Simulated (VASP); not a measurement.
A run of VASP 6.6.1 is set up as follows.

Contents of INCAR:

```
  PREC = Accurate
  ENCUT = 600
  EDIFF = 1E-7
  ISMEAR = 0
  SIGMA = 0.03
  LREAL = False
  LASPH = True
  NELM = 80
  ALGO = Normal
  ISIF = 2
  LWAVE = False
  LCHARG = False
  METAGGA = R2SCAN
  LMIXTAU = True
  IBRION = 2
  NSW = 40
  EDIFFG = -0.01
```

KPOINTS

```
regular mesh
0
Gamma
  10 10 10
```

Contents of POSCAR:

```
InAs                                    
1.0
    0.0000000000      2.9927636050      2.9927636050
    2.9927636050      0.0000000000      2.9927636050
    2.9927636050      2.9927636050      0.0000000000
  In              As            
     1     1
Direct
     0.0000000000000000    0.0000000000000000    0.0000000000000000
     0.2500000000000000    0.2500000000000000    0.2500000000000000
```

Potentials or basis: VASP PAW PBE potentials, release 64 (In_d, As).

Run with:

```console
$ cat potpaw_PBE.64/In_d/POTCAR potpaw_PBE.64/As/POTCAR > POTCAR
$ mpirun -np 1 vasp_std > vasp.out
```

Problem. What does it give for the band gap on the k mesh?

Solution. 0.42 eV, direct.

Final structure:
```
In As
1.0
     0.00000    2.99276    2.99276
     2.99276    0.00000    2.99276
     2.99276    2.99276    0.00000
In As
1 1
Cartesian
  0.0000 0.0000 0.0000
  1.4964 1.4964 1.4964
```

Caveat: the relaxation stopped at its first step, so nothing moved; spin-orbit coupling is left out, which moves the levels of the heavy elements.
